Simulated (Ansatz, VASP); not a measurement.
**Cross-check of Ti (Titanium) between VASP and Ansatz**

One calculation is typed for both programs; each brings its own data sets. How far apart do they land? The cell is taken from a series of runs on this material, whose earlier steps may have relaxed, scaled, displaced or heated it; both programs get it as it stands.

Calculated with Ansatz 0.2.0; plane waves, with VASP 6.6.1 beside it; zone-centre phonons at LDA.

## (1) Starting point

It takes space group P6_3/mmc (No. 194, hexagonal). The conventional cell has a = 2.835 Å, b = 2.835 Å, c = 4.575 Å, α = 90.00°, β = 90.00°, γ = 120.00°. Ti has 12 Ti at 2.81 to 2.83 Å nearest.

## (2) Ansatz: zone-centre phonons, LDA

Ansatz runs on its PAW soft_1 files.

Second derivatives magnify differences that forces hide, and they need a tight electronic threshold.

input.yaml reads:

```yaml
crystal:
  lattice:
    - [2.8349452374, 0.0, 0.0]
    - [-1.4174726187, 2.455134594, 0.0]
    - [0.0, 0.0, 4.5752405374]
  atoms:
    - { symbol: Ti, position: [0.3333333333, 0.6666666667, 0.25] }
    - { symbol: Ti, position: [0.6666666667, 0.3333333333, 0.75] }
kpoints:
  mp_grid: { grid: [18, 18, 12] }
hamiltonian:
  xc: lda
  pseudopotentials: { kind: paw, azcp: { folder: soft_1 }, xc_functional: pbe }
scf:
  occupations: { method: methfessel_paxton, width: 0.2 }
output:
  eigenvalues: true
phonons:
  method: dfpt
```

Command:

```bash
> ansatz run input.yaml --threads 4 --pin off --max-ram 10240MiB --backend cpu --events-out ev --progress --plain --runs-dir out
```

Numbers of over 12 decimals in the logs are rounded to 6 here.

Log:

```text
zone centre: on kpoints.mp_grid the ground state, and the responses unless they are solved on pairs of k-points, stand on 637 of the mesh's 3888 k-points, reduced under 4 symmetry operations, with k and −k counted as one. Each operation leaves every solved displacement unchanged or reverses it
Engine: ansatz 0.2.0, x86_64-unknown-linux-gnu
Pseudopotentials: kind: paw
Pseudopotential: Ti, paw, valence charge 12, recommended cutoff 420 eV (normal), soft_1/Ti.paw.azcp
Functional definition: SPW92
  exchange = slater_x
  correlation = pw_c
Crystal: 2 atoms, lattice volume = 31.844 Å³
Basis set: ecut = 420 eV, 615 PW (Γ), exchange–correlation on 40×40×64 points (8 copies of the dense FFT grid, shifted against one another)
Bands: 16, of which v1, the nominal top of the filled ones, is band 12 counted from 1 (11 counted from 0)
Symmetry: 24 space group operations
k-points: 637 of 3888 (irreducible under 4 space group operations, time reversal used)
Non-local potential: Ti, projectors of the file, l = 0: 3, l = 1: 2, l = 2: 3, l = 3: 1
PAW form: soft (Blöchl's): semilocal exchange-correlation on the pseudo side does not see the compensation charge
PAW frozen core: Ti, regenerated for the run's functional, and the local potential with it (the file was generated under x = pbe(κ = 0.804, μ = 0.219515), c = pbe(β = 0.066725))
PAW one-centre angular grid: Ti, 590 points (default); XC on 64 Gauss nodes
Initial density: superposition of atomic densities (chi_scale 0.1, normalization cell)
Initial wavefunctions: pseudopotential atomic-orbital guess
Functional: x = slater, c = lda
SCF iter   1: F=—  HF=-4901.016263 eV  |F-HF|=—  |Δ(HF+E_count)|=         —  Δρ=6.12e-2  dr2=1.17e0  ethr=3.10e-3  ⟨swp⟩=4.4  Hψ=90384  notcnv=0
automatic band count: the SCF goes on with 20 bands, as 16 were too few: they end inside the smearing window of the response
preconditioner: auto → none  [metal: Δε(μ)=0.005 eV  Ē_g=4.850 eV  σ=0.200 eV  W_gap=0.02  n_scr=8 (ndim 8)  ℏωp=18.6 eV  f_vac=0.000  D(μ)=1.58/eV (n_scr^D=22)  sad-step TF]
SCF iter   2: F=—  HF=-4900.742276 eV  |F-HF|=—  |Δ(HF+E_count)|=   2.74e-1  S|Δr|=    0.00e0  Δρ=3.44e-2  dr2=3.91e-1  ethr=3.10e-3  ⟨swp⟩=2.0  Hψ=21433  notcnv=0  defer=913
SCF iter   3: F=—  HF=-4900.611447 eV  |F-HF|=—  |Δ(HF+E_count)|=   1.31e-1  S|Δr|=    0.00e0  Δρ=1.26e-3  dr2=3.12e-4  ethr=1.63e-3  ⟨swp⟩=2.9  Hψ=22239  notcnv=0  defer=913
SCF iter   4: F=—  HF=-4900.611473 eV  |F-HF|=—  |Δ(HF+E_count)|=   2.59e-5  S|Δr|=    0.00e0  Δρ=1.11e-4  dr2=2.56e-6  ethr=1.30e-6  ⟨swp⟩=2.5  Hψ=20422  notcnv=0  defer=887
SCF iter   5: F=—  HF=-4900.611478 eV  |F-HF|=—  |Δ(HF+E_count)|=   4.38e-6  S|Δr|=    0.00e0  Δρ=5.24e-5  dr2=6.04e-7  ethr=1.07e-8  ⟨swp⟩=2.0  Hψ=20295  notcnv=0  defer=887
SCF iter   6: F=—  HF=-4900.611477 eV  |F-HF|=—  |Δ(HF+E_count)|=   1.41e-7  S|Δr|=    0.00e0  Δρ=9.56e-6  dr2=1.49e-8  ethr=2.51e-9  ⟨swp⟩=3.0  Hψ=19657  notcnv=0  defer=887
SCF iter   7: F=—  HF=-4900.611477 eV  |F-HF|=—  |Δ(HF+E_count)|=   6.96e-9  S|Δr|=    0.00e0  Δρ=8.67e-7  dr2=1.07e-10  ethr=6.23e-11  ⟨swp⟩=2.8  Hψ=19826  notcnv=0  defer=887
SCF iter   8: F=-4900.611477 eV  HF=-4900.611477 eV  |F-HF|=2.73e-12  |Δ(HF+E_count)|=  7.46e-11  S|Δr|=    0.00e0  Δρ=2.61e-8  dr2=1.06e-13  ethr=1.00e-12  ⟨swp⟩=8.7  Hψ=50056  notcnv=0
SCF 1 converged in 8 iterations: F = -4900.611477 eV  dr2 = 1.06e-13
  greatest PAW one-centre occupation: 0.998 electrons in one spin orbital (limit 2), on the Ti atom at site 1 (counted from 0), in its partial waves of l = 0
DFPT response loops at Γ: preconditioner auto → Kerker (q_TF=auto, 2.603 Å⁻¹) (partly filled bands, converged f_vac=0.000); β = 1.00, the filter's whole step (`scf.mixing.beta` (0.50) is not read by the response loops under this deck's `scf.mixing.preconditioner`; to damp them name `kerker` or `kerker_dos`, under which they read `scf.mixing.beta`, and type it under 1.00, their step now; both keys bind the ground state too); Broyden in place of MSR1
SCF converged after 8 iterations
Stability not checked: this state was not tested for a lower state beside it, because cold or Methfessel-Paxton smearing, or corrected tetrahedra, fill the levels in a way that the test cannot read (fill_not_monotonic; see scf.lower_state_search)
Free energy (F): -4900.611477 eV
Harris-Foulkes:  -4900.611477 eV  (|F-HF|=2.73e-12)
Internal energy: -4900.615025 eV  (E = F + TS)
E sigma→0 (E₀):  -4900.612364 eV
Entropy (-TS):   0.003548 eV (1.774 meV/atom)
Fermi energy:    14.384769 eV
--- Per-component energies (eV) ---
  E_band       = -283.248469
  E_kinetic    = 566.471562
  E_local      = -1658.097666  (includes V_loc(G=0)·N_el)
  E_nonlocal   = 130.350587
  E_hartree    = 660.513046
  E_xc         = -231.463441
  E_vxc        = -291.660423  (∫ρ·V_xc dr)
  E_paw        = -1988.596361  (= ΣΔE_a)
  E_vpaw       = -351.338484  (= ΣTr[D̂ρ^β])
  E_aug_tail   = -0.000150  (compensation charges beyond the density's cutoff)
  E_ewald      = -2380.444503
  E_core_change = 0.651901  (= ΣΔE_core)
  E_smearing   = 0.003548  (= −TS)
  E_closure    = -0.000000  (closes the sum)
  Σ components = -4900.611477   (vs F -4900.611477, Δ=0.00e0)
--- Band table (eV; the first three rows and the last of 637) ---
  k-point 0: bands = [... 8 lower, 8.0979, 11.4846, 15.1848, 15.1961, 15.1961, 15.3237, 15.7282, 15.7282, ... 4 higher]
  k-point 1: bands = [... 8 lower, 8.1600, 11.4651, 15.1503, 15.1680, 15.1680, 15.2076, 15.6951, 15.6951, ... 4 higher]
  k-point 2: bands = [... 8 lower, 8.3438, 11.3920, 14.9218, 15.0510, 15.1084, 15.1084, 15.6047, 15.6047, ... 4 higher]
  k-point 636: bands = [... 8 lower, 12.2481, 12.2481, 13.7731, 13.7731, 14.3178, 14.3178, 16.0575, 16.0575, ... 4 higher]
--- Phonons (Γ-DFPT): 2 representative perturbations + reference, on 637 of 3888 k-points (Σ response iterations 6) ---
  k mesh reduced under 4 symmetry operations, with k and −k counted as one. Each operation leaves every solved displacement unchanged or reverses it
  ASR residual: 1.204e-5 → 0.000e0 eV/Å²; symmetrization residual: 2.380e-13 eV/Å²
  ASR residual per site (eV/Å²): 1.20e-5 1.20e-5
  Γ frequencies (cm⁻¹): 0.00 0.00 0.00 109.97 109.97 203.98
  non-analytic LO–TO correction: not included (Born effective charges unavailable; polar crystals: no LO–TO splitting at Γ)
```

## (3) VASP: zone-centre phonons, LDA

The same cell, functional (in two slightly different forms), mesh and smearing now go to VASP, with its own data sets.

Lines of VASP's logs that name or quote its potential files are left out, and so is its time.

INCAR reads:

```
SYSTEM = Ti
PREC = Accurate
ENCUT = 500
EDIFF = 1E-08
NELM = 120
ISMEAR = 1
SIGMA = 0.2
LREAL = .FALSE.
ALGO = Normal
GGA = CA
NBANDS = 18
LASPH = .TRUE.
LORBIT = 11
LWAVE = .FALSE.
LCHARG = .FALSE.
ISIF = 2
IBRION = 8
GGA_COMPAT = .FALSE.
KPAR = 2
```

POSCAR reads:

```
Ti
1.0
    2.8349452374      0.0000000000      0.0000000000
   -1.4174726187      2.4551345940      0.0000000000
    0.0000000000      0.0000000000      4.5752405374
Ti
2
Direct
    0.3333333333      0.6666666667      0.2500000000
    0.6666666667      0.3333333333      0.7500000000
```

KPOINTS reads:

```
Automatic mesh
0
Gamma
18 18 12
0 0 0
```

Potentials, in the order of the species: Ti_sv (LDA family, release 64).

Command:

```bash
> mpirun -np 2 vasp_std
```

Log:

```text
[banner, memory and clock lines left out]
running    2 mpi-ranks, on    1 nodes
 distrk:  each k-point on    1 cores,    2 groups
 distr:  one band on    1 cores,    1 groups

 POSCAR found type information on POSCAR Ti
 POSCAR found :  1 types and       2 ions
 LDA part: xc-table for (Slater(with rela. corr.)+CA(PZ))
 , standard interpolation
 POSCAR, INCAR and KPOINTS ok, starting setup
 FFT: planning ... GRIDC
 FFT: planning ... GRID_SOFT
 FFT: planning ... GRID
 WAVECAR not read
 entering main loop
       N       E                     dE             d eps       ncg     rms          rms(c)
DAV:   1     0.251982911432E+03    0.25198E+03   -0.13034E+04  9340   0.164E+03
DAV:   2     0.102229825197E+02   -0.24176E+03   -0.23858E+03  9522   0.450E+02
DAV:   3    -0.178922165225E+02   -0.28115E+02   -0.27782E+02 17480   0.125E+02
DAV:   4    -0.189220725554E+02   -0.10299E+01   -0.10287E+01 10502   0.256E+01
DAV:   5    -0.189702679723E+02   -0.48195E-01   -0.48186E-01 14402   0.397E+00    0.126E+01
DAV:   6    -0.170956388251E+02    0.18746E+01   -0.66644E+00 11070   0.272E+01    0.340E+00
DAV:   7    -0.170742649443E+02    0.21374E-01   -0.75630E-01 14156   0.645E+00    0.205E+00
DAV:   8    -0.171030102929E+02   -0.28745E-01   -0.23405E-01 10620   0.604E+00    0.765E-01
DAV:   9    -0.170938538146E+02    0.91565E-02   -0.49138E-02 10720   0.255E+00    0.870E-02
DAV:  10    -0.170943617880E+02   -0.50797E-03   -0.33334E-03 13566   0.380E-01    0.907E-02
DAV:  11    -0.170943686895E+02   -0.69015E-05   -0.19253E-04 12102   0.124E-01    0.417E-02
DAV:  12    -0.170943578497E+02    0.10840E-04   -0.43012E-05 10964   0.644E-02    0.408E-03
DAV:  13    -0.170943573151E+02    0.53457E-06   -0.26903E-06 13600   0.120E-02    0.333E-03
DAV:  14    -0.170943576240E+02   -0.30888E-06   -0.67979E-07 10002   0.776E-03    0.122E-03
DAV:  15    -0.170943576031E+02    0.20858E-07   -0.68388E-08 10650   0.177E-03    0.738E-05
DAV:  16    -0.170943576028E+02    0.29786E-09   -0.23295E-09  5346   0.417E-04
   1 F= -.17094358E+02 E0= -.17095505E+02  d E =0.344209E-02
 Linear response reoptimize wavefunctions to high precision
DAV:   1    -0.170943576051E+02   -0.22460E-08   -0.73222E-10  6180   0.196E-04
DAV:   2    -0.170943576051E+02   -0.22737E-11   -0.15438E-10  5182   0.909E-05
 Linear response DOF=           2
 Linear response progress:
  Degree of freedom:   1/  2
       N       E                     dE             d eps       ncg     rms          rms(c)
RMM:   1    -0.537981810019E+00   -0.53798E+00    0.29965E+01 41462   0.137E+02
RMM:   2    -0.516494047516E+00    0.21488E-01   -0.32536E-01 74888   0.466E+00    0.288E-01
RMM:   3    -0.513752393716E+00    0.27417E-02   -0.20060E-02 83572   0.123E+00    0.127E-01
RMM:   4    -0.514327954885E+00   -0.57556E-03   -0.75095E-03 98610   0.525E-01    0.181E-02
RMM:   5    -0.514985358321E+00   -0.65740E-03   -0.15128E-03104026   0.203E-01    0.108E-02
RMM:   6    -0.515254528294E+00   -0.26917E-03   -0.61380E-04102494   0.990E-02    0.129E-02
RMM:   7    -0.515832642386E+00   -0.57811E-03   -0.11516E-04 93927   0.500E-02    0.299E-03
RMM:   8    -0.516070212397E+00   -0.23757E-03   -0.53009E-05102813   0.268E-02    0.884E-04
RMM:   9    -0.516069539743E+00    0.67265E-06   -0.55379E-06105876   0.134E-02    0.571E-04
RMM:  10    -0.516091009626E+00   -0.21470E-04    0.36792E-06103225   0.727E-03    0.160E-04
RMM:  11    -0.516100247566E+00   -0.92379E-05   -0.49954E-06105139   0.425E-03    0.130E-04
RMM:  12    -0.516098319885E+00    0.19277E-05    0.42169E-07105465   0.242E-03    0.570E-05
RMM:  13    -0.516097532711E+00    0.78717E-06   -0.35625E-06105784   0.155E-03    0.201E-05
RMM:  14    -0.516098843803E+00   -0.13111E-05   -0.92046E-07105899   0.103E-03    0.126E-05
[...]
RMM:  20    -0.516098810128E+00   -0.11422E-07   -0.10727E-06106245   0.258E-04    0.880E-06
RMM:  21    -0.516098842275E+00   -0.32147E-07   -0.64426E-07100770   0.228E-04    0.875E-06
RMM:  22    -0.516098847452E+00   -0.51775E-08   -0.78269E-07100889   0.207E-04    0.824E-06
RMM:  23    -0.516098891591E+00   -0.44139E-07   -0.47329E-07 94473   0.192E-04    0.556E-06
RMM:  24    -0.516098890448E+00    0.11435E-08   -0.50560E-07103902   0.176E-04    0.540E-06
RMM:  25    -0.516098891542E+00   -0.10944E-08   -0.30437E-07 98202   0.164E-04    0.600E-06
RMM:  26    -0.516098894649E+00   -0.31074E-08   -0.35752E-07 93318   0.155E-04    0.728E-06
RMM:  27    -0.516098905829E+00   -0.11179E-07   -0.24584E-07 91175   0.148E-04    0.643E-06
 first order change of Fermi-energy   0.58886E-04
 force on displaced ion       1 direction 1 :  -1.073  -0.000   0.000
 Linear response progress:
  Degree of freedom:   2/  2
       N       E                     dE             d eps       ncg     rms          rms(c)
RMM:   1    -0.662924002433E+00   -0.66292E+00    0.31980E+01 14250   0.138E+02
RMM:   2    -0.629450824279E+00    0.33473E-01   -0.33450E-01 26156   0.473E+00    0.301E-01
RMM:   3    -0.627207948298E+00    0.22429E-02   -0.24794E-02 28587   0.131E+00    0.132E-01
RMM:   4    -0.628716682660E+00   -0.15087E-02   -0.10236E-02 32833   0.579E-01    0.534E-02
RMM:   5    -0.629171924206E+00   -0.45524E-03   -0.18369E-03 30879   0.236E-01    0.203E-02
RMM:   6    -0.629819594143E+00   -0.64767E-03   -0.75211E-04 34938   0.121E-01    0.106E-02
RMM:   7    -0.630167279263E+00   -0.34769E-03   -0.12074E-04 34526   0.532E-02    0.686E-03
RMM:   8    -0.630723750614E+00   -0.55647E-03   -0.39938E-05 30877   0.321E-02    0.253E-03
RMM:   9    -0.630716277914E+00    0.74727E-05   -0.11665E-05 34943   0.164E-02    0.991E-04
RMM:  10    -0.630685960916E+00    0.30317E-04   -0.71633E-06 34134   0.892E-03    0.312E-04
RMM:  11    -0.630691459870E+00   -0.54990E-05   -0.39640E-06 36360   0.518E-03    0.222E-04
RMM:  12    -0.630696980679E+00   -0.55208E-05   -0.43444E-06 34620   0.321E-03    0.106E-04
RMM:  13    -0.630702315960E+00   -0.53353E-05   -0.27158E-06 35063   0.221E-03    0.113E-04
RMM:  14    -0.630699914733E+00    0.24012E-05   -0.33918E-06 35228   0.153E-03    0.250E-05
[...]
RMM:  21    -0.630700212853E+00   -0.18537E-06   -0.10132E-06 30464   0.476E-04    0.284E-05
RMM:  22    -0.630700271866E+00   -0.59013E-07   -0.10604E-06 33699   0.422E-04    0.269E-05
RMM:  23    -0.630700270580E+00    0.12863E-08   -0.86764E-07 32657   0.388E-04    0.316E-05
RMM:  24    -0.630700430251E+00   -0.15967E-06   -0.95551E-07 35210   0.396E-04    0.177E-05
RMM:  25    -0.630700474739E+00   -0.44489E-07   -0.68957E-07 32417   0.345E-04    0.155E-05
RMM:  26    -0.630700536222E+00   -0.61482E-07   -0.65359E-07 32313   0.325E-04    0.137E-05
RMM:  27    -0.630700555277E+00   -0.19055E-07   -0.61019E-07 35341   0.304E-04    0.137E-05
RMM:  28    -0.630700562018E+00   -0.67411E-08   -0.50649E-07 33793   0.288E-04    0.140E-05
 first order change of Fermi-energy  -0.20048E-03
 force on displaced ion       1 direction 3 :  -0.000   0.000  -3.716
 Linear response finished
```

(Continued in part 2 of 2.)

[Lines on the potential files, build, host, timing and source positions are cut from VASP's logs without a mark.]

[Logs are printed without paths, hosts, clocks, repeated set-up lines and the standing remarks that a program may print on its own settings, such as how far it seeks lower states.]

[Hosts, paths, dates, database ids (printed as entryN), source tags and the programs' standing remarks are cut or masked in the printed files.]
